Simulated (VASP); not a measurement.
# Which native defect does NbAs form most easily?, part 4 of 5

Aim: formation energies of the vacancies and antisites of NbAs, in the two limits of its composition. The start is a cell from a database of measured crystal structures.

VASP 6.6.1, plane waves and PAW; the level of theory is named at each step.

So far. Step 5 (Reference Nb): The run ended after 3 ionic steps, 0.004 eV below its first step, once forces and stress met EDIFFG = -0.02. Step 5 (Reference Nb): Energy at zero smearing: -10.07475 eV.

### 6. The defect cell, 47 atoms, defect Nb vacancy

This step: PBE; plane waves and PAW (Nb_pv, As) (VASP 6.6.1).

System of this step: Nb23As24. The cell holds 47 atoms: 23 Nb and 24 As. Its edges and angles: a = 12.783 Å, b = 12.783 Å, c = 19.174 Å, α = 148.4°, β = 148.4°, γ = 45.3°. It derives from NbAs. Nearest the centre at fractional (0.249, 0.499, 0.167): As39 at 2.64 Å, As46 at 2.64 Å, As28 at 2.64 Å, As32 at 2.64 Å, As33 at 2.64 Å, As24 at 2.64 Å, Nb12 at 3.42 Å, Nb16 at 3.42 Å.

The host is treated as a metal, since its gap is under 0.3 eV or closed. The atoms relax at the host's fixed cell.

File INCAR:

```
SYSTEM = Nb23As24
PREC = Normal
ENCUT = 300
EDIFF = 1E-05
NELM = 120
ISMEAR = 1
SIGMA = 0.2
LREAL = Auto
ALGO = Fast
GGA = PE
NBANDS = 224
LASPH = .TRUE.
LORBIT = 11
LWAVE = .FALSE.
LCHARG = .TRUE.
KPAR = 4
NCORE = 2
IBRION = 2
NSW = 50
ISIF = 2
EDIFFG = -0.03
POTIM = 0.4
MAXMIX = 40
ISYM = 2
```

File POSCAR:

```
Nb23As24
1.0
   -3.4794678744      3.4794678744     11.7977972374
    3.4794678744     -3.4794678744     11.7977972374
    5.2192018116      5.2192018116    -17.6966958561
Nb As
23 24
Direct
    0.2494725300      0.4994725300      0.5000000000
    0.2494725300      0.4994725300      0.8333333300
    0.2494725300      0.9994725300      0.1666666700
    0.2494725300      0.9994725300      0.5000000000
    0.2494725300      0.9994725300      0.8333333300
    0.7494725300      0.4994725300      0.1666666700
    0.7494725300      0.4994725300      0.5000000000
    0.7494725300      0.4994725300      0.8333333300
    0.7494725300      0.9994725300      0.1666666700
    0.7494725300      0.9994725300      0.5000000000
    0.7494725300      0.9994725300      0.8333333300
    0.3744725300      0.3744725300      0.0000000000
    0.3744725300      0.3744725300      0.3333333300
    0.3744725300      0.3744725300      0.6666666700
    0.3744725300      0.8744725300      0.0000000000
    0.3744725300      0.8744725300      0.3333333300
    0.3744725300      0.8744725300      0.6666666700
    0.8744725300      0.3744725300      0.0000000000
    0.8744725300      0.3744725300      0.3333333300
    0.8744725300      0.3744725300      0.6666666700
    0.8744725300      0.8744725300      0.0000000000
    0.8744725300      0.8744725300      0.3333333300
    0.8744725300      0.8744725300      0.6666666700
    0.4585274700      0.2085274700      0.1666666700
    0.4585274700      0.2085274700      0.5000000000
    0.4585274700      0.2085274700      0.8333333300
    0.4585274700      0.7085274700      0.1666666700
    0.4585274700      0.7085274700      0.5000000000
    0.4585274700      0.7085274700      0.8333333300
    0.9585274700      0.2085274700      0.1666666700
    0.9585274700      0.2085274700      0.5000000000
    0.9585274700      0.2085274700      0.8333333300
    0.9585274700      0.7085274700      0.1666666700
    0.9585274700      0.7085274700      0.5000000000
    0.9585274700      0.7085274700      0.8333333300
    0.0835274700      0.0835274700      0.0000000000
    0.0835274700      0.0835274700      0.3333333300
    0.0835274700      0.0835274700      0.6666666700
    0.0835274700      0.5835274700      0.0000000000
    0.0835274700      0.5835274700      0.3333333300
    0.0835274700      0.5835274700      0.6666666700
    0.5835274700      0.0835274700      0.0000000000
    0.5835274700      0.0835274700      0.3333333300
    0.5835274700      0.0835274700      0.6666666700
    0.5835274700      0.5835274700      0.0000000000
    0.5835274700      0.5835274700      0.3333333300
    0.5835274700      0.5835274700      0.6666666700
```

File KPOINTS:

```
Automatic mesh
0
Gamma
4 4 3
0 0 0
```

PAW data sets: Nb_pv and As (PBE family, release 64).

Command:

```
$ mpirun -np 8 vasp_std
```

The log of the run:

```text
[banner, memory and clock lines left out]
running    8 mpi-ranks, on    1 nodes
[...]
LDA part: xc-table for (Slater+PW92), standard interpolation
 POSCAR, INCAR and KPOINTS ok, starting setup
[...]
entering main loop
       N       E                     dE             d eps       ncg     rms          rms(c)
DAV:   1     0.348524696203E+04    0.34852E+04   -0.12729E+05 13216   0.112E+03
DAV:   2    -0.395338137674E+02   -0.35248E+04   -0.34240E+04 15408   0.608E+02
DAV:   3    -0.374176461107E+03   -0.33464E+03   -0.32067E+03 19056   0.172E+02
DAV:   4    -0.396134809461E+03   -0.21958E+02   -0.21266E+02 17856   0.385E+01
[...]
RMM:  25    -0.373111879004E+03   -0.29723E-06   -0.10076E-04  8147   0.962E-03    0.262E-02
RMM:  26    -0.373111882198E+03   -0.31936E-05   -0.11865E-04 10917   0.137E-02    0.317E-02
RMM:  27    -0.373111887746E+03   -0.55480E-05   -0.56411E-05  8362   0.121E-02
   1 F= -.37311189E+03 E0= -.37310712E+03  d E =-.373112E+03
[... from here on, the cycles between the ionic steps are left out ...]
   2 F= -.37321205E+03 E0= -.37320989E+03  d E =-.100163E+00
   3 F= -.37324677E+03 E0= -.37324731E+03  d E =-.134887E+00
   4 F= -.37327997E+03 E0= -.37328195E+03  d E =-.331944E-01
[...]
hard stop encountered!  aborting job ...
[...]
|     The electronic self-consistency was not achieved in the given           |
[...]
soft stop encountered!  aborting job ...
   5 F= -.37329234E+03 E0= -.37329587E+03  d E =0.105865E-01
 deleting file STOPCAR
```

The job ended after 51 min (8 MPI ranks of Intel Xeon 6975P-C (Granite Rapids), shared host; peak memory 7.4 GiB).

The steps of the relaxation:

```csv
step,energy less that of the first step (eV),largest force (eV/Å)
1,0.0000,0.6819
2,-0.1002,0.4237
3,-0.1349,0.3316
4,-0.1681,0.1582
```

The atoms that moved most (Å):

```
atom      dx      dy      dz  length
As39   0.002  -0.003  -0.068   0.068
As46   0.002   0.003  -0.063   0.063
Nb13   0.003   0.051   0.015   0.053
Nb18   0.003  -0.044   0.018   0.048
As33  -0.011   0.030   0.032   0.045
As32   0.010   0.032   0.028   0.044
As28  -0.010  -0.031   0.029   0.043
As24   0.009  -0.029   0.030   0.043
```

The stop cut the electronic loop of the last step short, so that step is set aside; the step before it may be unsound too where the loop had begun to diverge.

The run met its time limit with a largest force of 0.16 eV/Å at its last finished step, so it is continued.

### 7. Going on with the relaxation, 47 atoms, defect Nb vacancy

The relaxation goes on from where it stopped.

Changes to INCAR since step 6:

```diff
@@ -21,3 +21,3 @@
 EDIFFG = -0.03
-POTIM = 0.4
+POTIM = 0.25
 MAXMIX = 40
```

File POSCAR:

```
Nb23As24
1.0
   -3.4794678744      3.4794678744     11.7977972374
    3.4794678744     -3.4794678744     11.7977972374
    5.2192018116      5.2192018116    -17.6966958561
Nb As
23 24
Direct
    0.2500153985      0.4990369788      0.4999863560
    0.2494677277      0.4991695636      0.8332031679
    0.2495818398      0.9994664045      0.1668935091
    0.2483452455      0.0013293006      0.5018151816
    0.2488344075      0.9961099810      0.8318586078
    0.7493866367      0.4992594888      0.1665122718
    0.7499046592      0.4997103132      0.5001729409
    0.7488503155      0.4990527160      0.8324644649
    0.7486802306      0.9984910695      0.1666193739
    0.7501400516      0.9997656979      0.5011194824
    0.7475761732      0.9988119628      0.8321436398
    0.3746665620      0.3763109884      0.9999534183
    0.3823647357      0.3755969219      0.3384975688
    0.3745650148      0.3751609766      0.6670136465
    0.3740525827      0.8755478253      0.0002332192
    0.3741239955      0.8742230603      0.3316348344
    0.3763411429      0.8737316784      0.6668337148
    0.8689620159      0.3757146957      0.9961120047
    0.8733520817      0.3780071990      0.3347399614
    0.8755634841      0.3763000462      0.6683435186
    0.8772189477      0.8721735555      0.0000536566
    0.8743648158      0.8727917619      0.3316520960
    0.8729075115      0.8741411127      0.6647336984
    0.4556755251      0.2110409626      0.1647262800
    0.4586248029      0.2089328497      0.5004604975
    0.4585885707      0.2079883467      0.8333862419
    0.4590782714      0.7085966354      0.1669769946
    0.4552787510      0.7083541331      0.4960946041
    0.4587315560      0.7081799617      0.8337304522
    0.9577862710      0.2081611270      0.1664138080
    0.9574195446      0.2080522175      0.4996080996
    0.9643171454      0.2111618033      0.8373439765
    0.9641506586      0.7082631666      0.1684314849
    0.9581647606      0.7081788574      0.4996687405
    0.9585507343      0.7087079804      0.8333645136
    0.0835919072      0.0850106370      0.0007219344
    0.0859052456      0.0816454838      0.3339197686
    0.0860255349      0.0864734186      0.6704477391
    0.0802781483      0.5809568879      0.9999617590
    0.0836429167      0.5823407771      0.3321829441
    0.0832212366      0.5818062570      0.6654576312
    0.5809791246      0.0846388814      0.9990883093
    0.5836433571      0.0831897670      0.3333434164
    0.5804123413      0.0817736367      0.6634984024
    0.5838877228      0.5841892313      0.0006936549
    0.5813462040      0.5811371058      0.3338458468
    0.5839615632      0.5838440462      0.6673758967
```

KPOINTS is that of step 6.

Command:

```
$ mpirun -np 8 vasp_std
```

The log of the run:

```text
[... set-up lines as in an earlier step ...]
 entering main loop
       N       E                     dE             d eps       ncg     rms          rms(c)
DAV:   1     0.348620862989E+04    0.34862E+04   -0.12726E+05 13240   0.112E+03
DAV:   2    -0.390314230987E+02   -0.35252E+04   -0.34243E+04 15408   0.608E+02
DAV:   3    -0.374215699314E+03   -0.33518E+03   -0.32122E+03 19008   0.173E+02
DAV:   4    -0.396309120187E+03   -0.22093E+02   -0.21405E+02 17808   0.388E+01
[...]
RMM:  24    -0.373279951370E+03   -0.14218E-04   -0.14982E-04  8597   0.105E-02    0.322E-02
RMM:  25    -0.373279960544E+03   -0.91749E-05   -0.10915E-04  8435   0.103E-02    0.266E-02
RMM:  26    -0.373279962796E+03   -0.22511E-05   -0.61534E-05  8158   0.623E-03
   1 F= -.37327996E+03 E0= -.37328192E+03  d E =-.373280E+03
[... from here on, the cycles between the ionic steps are left out ...]
   2 F= -.37328730E+03 E0= -.37328932E+03  d E =-.733897E-02
   3 F= -.37329315E+03 E0= -.37329525E+03  d E =-.131833E-01
   4 F= -.37329652E+03 E0= -.37329906E+03  d E =-.165591E-01
   5 F= -.37330186E+03 E0= -.37330496E+03  d E =-.534014E-02
   6 F= -.37330533E+03 E0= -.37330920E+03  d E =-.880840E-02
[...]
hard stop encountered!  aborting job ...
[...]
soft stop encountered!  aborting job ...
   7 F= -.37330636E+03 E0= -.37331043E+03  d E =0.122093E-01
 deleting file STOPCAR
```

The job ended after 51 min (8 MPI ranks; peak memory 7.5 GiB).

Step by step:

```csv
step,energy less that of the first step (eV),largest force (eV/Å)
1,0.0000,0.1592
2,-0.0073,0.1393
3,-0.0132,0.1177
4,-0.0166,0.1633
5,-0.0219,0.0920
6,-0.0254,0.0516
```

The atoms that moved most (Å):

| atom | dx | dy | dz | length |
| --- | --- | --- | --- | --- |
| As39 | -0.002 | 0.013 | -0.027 | 0.030 |
| As40 | -0.025 | 0.002 | 0.016 | 0.029 |
| As36 | 0.019 | -0.007 | 0.013 | 0.024 |
| As46 | 0.005 | -0.011 | -0.020 | 0.023 |
| As28 | -0.006 | -0.015 | 0.014 | 0.022 |
| As33 | -0.006 | 0.015 | 0.013 | 0.020 |
| As32 | 0.003 | 0.018 | 0.007 | 0.020 |
| Nb20 | 0.010 | 0.008 | -0.015 | 0.020 |

The stop cut the electronic loop of the last step short, so that step is set aside; the step before it may be unsound too where the loop had begun to diverge.

The run met its time limit with a largest force of 0.05 eV/Å at its last finished step, short of the threshold. The session uses it under a looser, picked bar, without proof that a minimum is near.

### 8. Energies of this defect, element Nb, defect Nb vacancy

This step: point defect, PBE; plane waves and PAW (VASP 6.6.1).

This step runs nothing: it gathers the runs above.

Numbers from this step:

```
formation energy of the neutral defect : 3.340 eV
host formation enthalpy                : -0.6823 eV/atom
```

Formation energy:

| formation energy (eV) | largest move (Å) |
| --- | --- |
| 3.34 | 0.09522 |

E_f is E(defect cell) less E(perfect cell), corrected for the atoms exchanged with their references.

References, in eV an atom: As -4.674 (crystal R-3m) and Nb -10.075 (crystal Im-3m). They were run at the supercell's cutoff and functional, without U, and count both elements from their own phases.

The formation energy is 3.340 eV, and the largest move of an atom 0.10 Å.

### 9. Relaxing the defect, 47 atoms, defect As vacancy

This step: PBE; plane waves and PAW (Nb_pv, As) (VASP 6.6.1).

System of this step: Nb24As23. The cell holds 47 atoms: 24 Nb and 23 As. Its edges and angles: a = 12.783 Å, b = 12.783 Å, c = 19.174 Å, α = 148.4°, β = 148.4°, γ = 45.3°. It derives from NbAs. Nearest the centre at fractional (0.459, 0.209, 0.167): Nb14 at 2.64 Å, Nb16 at 2.64 Å, Nb10 at 2.64 Å, Nb1 at 2.64 Å, Nb8 at 2.64 Å, Nb6 at 2.64 Å, As43 at 3.42 Å, As36 at 3.42 Å.

Changes to INCAR since step 7:

```diff
@@ -1,2 +1,2 @@
-SYSTEM = Nb23As24
+SYSTEM = Nb24As23
 PREC = Normal
@@ -21,3 +21,3 @@
 EDIFFG = -0.03
-POTIM = 0.25
+POTIM = 0.4
 MAXMIX = 40
```

File POSCAR:

```
Nb24As23
1.0
   -3.4794678744      3.4794678744     11.7977972374
    3.4794678744     -3.4794678744     11.7977972374
    5.2192018116      5.2192018116    -17.6966958561
Nb As
24 23
Direct
    0.2494725300      0.4994725300      0.1666666700
    0.2494725300      0.4994725300      0.5000000000
    0.2494725300      0.4994725300      0.8333333300
    0.2494725300      0.9994725300      0.1666666700
    0.2494725300      0.9994725300      0.5000000000
    0.2494725300      0.9994725300      0.8333333300
    0.7494725300      0.4994725300      0.1666666700
    0.7494725300      0.4994725300      0.5000000000
    0.7494725300      0.4994725300      0.8333333300
    0.7494725300      0.9994725300      0.1666666700
    0.7494725300      0.9994725300      0.5000000000
    0.7494725300      0.9994725300      0.8333333300
    0.3744725300      0.3744725300      0.0000000000
    0.3744725300      0.3744725300      0.3333333300
    0.3744725300      0.3744725300      0.6666666700
    0.3744725300      0.8744725300      0.0000000000
    0.3744725300      0.8744725300      0.3333333300
    0.3744725300      0.8744725300      0.6666666700
    0.8744725300      0.3744725300      0.0000000000
    0.8744725300      0.3744725300      0.3333333300
    0.8744725300      0.3744725300      0.6666666700
    0.8744725300      0.8744725300      0.0000000000
    0.8744725300      0.8744725300      0.3333333300
    0.8744725300      0.8744725300      0.6666666700
    0.4585274700      0.2085274700      0.5000000000
    0.4585274700      0.2085274700      0.8333333300
    0.4585274700      0.7085274700      0.1666666700
    0.4585274700      0.7085274700      0.5000000000
    0.4585274700      0.7085274700      0.8333333300
    0.9585274700      0.2085274700      0.1666666700
    0.9585274700      0.2085274700      0.5000000000
    0.9585274700      0.2085274700      0.8333333300
    0.9585274700      0.7085274700      0.1666666700
    0.9585274700      0.7085274700      0.5000000000
    0.9585274700      0.7085274700      0.8333333300
    0.0835274700      0.0835274700      0.0000000000
    0.0835274700      0.0835274700      0.3333333300
    0.0835274700      0.0835274700      0.6666666700
    0.0835274700      0.5835274700      0.0000000000
    0.0835274700      0.5835274700      0.3333333300
    0.0835274700      0.5835274700      0.6666666700
    0.5835274700      0.0835274700      0.0000000000
    0.5835274700      0.0835274700      0.3333333300
    0.5835274700      0.0835274700      0.6666666700
    0.5835274700      0.5835274700      0.0000000000
    0.5835274700      0.5835274700      0.3333333300
    0.5835274700      0.5835274700      0.6666666700
```

KPOINTS is that of step 7.

Command:

```
$ mpirun -np 8 vasp_std
```

The log of the run:

```text
[... set-up lines as in an earlier step ...]
 entering main loop
       N       E                     dE             d eps       ncg     rms          rms(c)
DAV:   1     0.359780576777E+04    0.35978E+04   -0.13020E+05 13240   0.115E+03
DAV:   2    -0.328034651107E+02   -0.36306E+04   -0.35364E+04 15376   0.627E+02
DAV:   3    -0.377358088791E+03   -0.34455E+03   -0.32999E+03 19088   0.177E+02
DAV:   4    -0.401517539113E+03   -0.24159E+02   -0.23356E+02 17560   0.395E+01
[...]
RMM:  25    -0.377963968237E+03   -0.18201E-04   -0.18346E-04  8413   0.766E-03    0.181E-03
RMM:  26    -0.377963979634E+03   -0.11398E-04   -0.11713E-04  6349   0.703E-03    0.351E-03
RMM:  27    -0.377963987846E+03   -0.82110E-05   -0.82541E-05  5818   0.574E-03
   1 F= -.37796399E+03 E0= -.37797216E+03  d E =-.377964E+03
[...]
2 F= -.37802049E+03 E0= -.37802891E+03  d E =-.565017E-01
[...]
3 F= -.37803789E+03 E0= -.37804656E+03  d E =-.738999E-01
[...]
4 F= -.37804337E+03 E0= -.37805197E+03  d E =-.547836E-02
[...]
5 F= -.37804426E+03 E0= -.37805282E+03  d E =-.636906E-02
[...]
N       E                     dE             d eps       ncg     rms          rms(c)
DAV:   1    -0.378043047761E+03    0.12134E-02   -0.18633E-01 14128   0.173E+00    0.190E-01
 hard stop encountered!  aborting job ...
 [... a notice as in an earlier step ...]

 soft stop encountered!  aborting job ...
```

Elapsed: 51 min, on 8 MPI ranks.

Relaxation path:

| step | energy less that of the first step (eV) | largest force (eV/Å) |
| --- | --- | --- |
| 1 | 0.0000 | 0.6026 |
| 2 | -0.0565 | 0.2858 |
| 3 | -0.0739 | 0.1532 |
| 4 | -0.0794 | 0.0622 |
| 5 | -0.0803 | 0.0592 |

The atoms that moved most (Å):

```
atom      dx      dy      dz  length
As36   0.001   0.032   0.036   0.048
As43   0.000  -0.030   0.036   0.046
As32   0.001   0.037   0.005   0.038
As31  -0.002  -0.035   0.004   0.035
As46  -0.019   0.001  -0.027   0.034
As42   0.016  -0.002  -0.029   0.033
As28  -0.031   0.001  -0.003   0.031
As29   0.030  -0.004  -0.003   0.031
```

The run met its time limit with a largest force of 0.06 eV/Å at its last finished step, short of the threshold. The session uses it under a looser, picked bar, without proof that a minimum is near.

### 10. Energies of this defect, element As, defect As vacancy

This step: point defect, PBE; plane waves and PAW (VASP 6.6.1).

No new run; the numbers come from the runs before.

Numbers from this step:

```
formation energy of the neutral defect : 3.999 eV
```

Formation energy:

```
formation energy (eV)  largest move (Å)
                3.999           0.04825
```

E_f is E(defect cell) less E(perfect cell), corrected for the atoms exchanged with their references.

References, in eV an atom: As -4.674 (crystal R-3m) and Nb -10.075 (crystal Im-3m). They were run at the supercell's cutoff and functional, without U, and count both elements from their own phases.

The formation energy is 3.999 eV, and the largest move of an atom 0.05 Å.

[end of part 4 of 5]

[Lines on the potential files, build, host, timing and source positions are cut from VASP's logs without a mark.]

[Logs are printed without paths, hosts, clocks, repeated set-up lines and the standing remarks that a program may print on its own settings, such as how far it seeks lower states.]

[Hosts, paths, dates, database ids (printed as entryN), source tags and the programs' standing remarks are cut or masked in the printed files.]

[In band tables of VASP the shares of atoms and orbitals are scaled to a sum of 1 inside the atoms' spheres.]

[Runs that stopped without an error message from VASP are left out.]
